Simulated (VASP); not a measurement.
All values below come from PBEsol GGA, VASP's PBE PAW potentials (set 64) (plane waves; VASP).

VASP ran on this input.

### POSCAR
```
MnO
1
    4.5456720000     2.2728360000     2.2728360000
    2.2728360000     4.5456720000     2.2728360000
    2.2728360000     2.2728360000     4.5456720000
Mn O
2 2
Direct
  0.0000000000   0.0000000000   0.0000000000
  0.5000000000   0.5000000000   0.5000000000
  0.2500000000   0.2500000000   0.2500000000
  0.7500000000   0.7500000000   0.7500000000
```

KPOINTS:
```
Automatic mesh
0
Gamma
6 6 6
0 0 0
```

**INCAR**
```
ISPIN = 2   ! spin-polarised
ALGO = Normal   ! blocked Davidson
NELM = 100
LASPH = .TRUE.   ! aspherical one-centre terms
MAGMOM = 5.0 -5.0 0.0 0.0
LMAXMIX = 4
ENCUT = 240
ISIF = 2   ! forces and stress, cell fixed
ISMEAR = 0
LREAL = .FALSE.
PREC = Accurate
LORBIT = 11   ! lm-projected
GGA = PS   ! PBEsol
SIGMA = 0.02
LCHARG = .FALSE.
LWAVE = .FALSE.
EDIFF = 1E-6
SYSTEM = MnO
```

POTCAR, in this order: Mn_pv O (PBE.64 set). Program: vasp_std.

At this cut-off the stress carries a Pulay error, which pulls relaxed volumes low.

**Question.** Predict the energy per atom (σ→0), cell moment, pressure.

**Answer.** 
```yaml
energy per atom (σ→0): -8.712 eV/atom
cell_moment: 0.00 μB
pressure: -1186.5 kbar
```

**OSZICAR**
```
...
DAV:   9    -0.348393720780E+02    0.34582E-01   -0.14494E-01  4122   0.415E+00    0.620E-01
DAV:  10    -0.348469402615E+02   -0.75682E-02   -0.32007E-02  3392   0.127E+00    0.248E-01
DAV:  11    -0.348479867812E+02   -0.10465E-02   -0.77143E-04  3309   0.305E-01    0.870E-02
DAV:  12    -0.348479679422E+02    0.18839E-04   -0.76219E-04  3575   0.155E-01    0.273E-02
DAV:  13    -0.348479810517E+02   -0.13110E-04   -0.28483E-05  3330   0.493E-02    0.123E-02
DAV:  14    -0.348479842457E+02   -0.31940E-05   -0.11261E-05  3581   0.197E-02    0.843E-03
DAV:  15    -0.348479840680E+02    0.17764E-06   -0.17258E-06  2227   0.113E-02
   1 F= -.34847984E+02 E0= -.34847984E+02  d E =-.474307E-46  mag=     0.0000
```

The structure is a typed MnO crystal. The cell was not relaxed at this level. The run is one of a series of settings (ENCUT = 240, KPOINTS 6×6×6 Γ-centred mesh against the base run), some of them coarse on purpose.
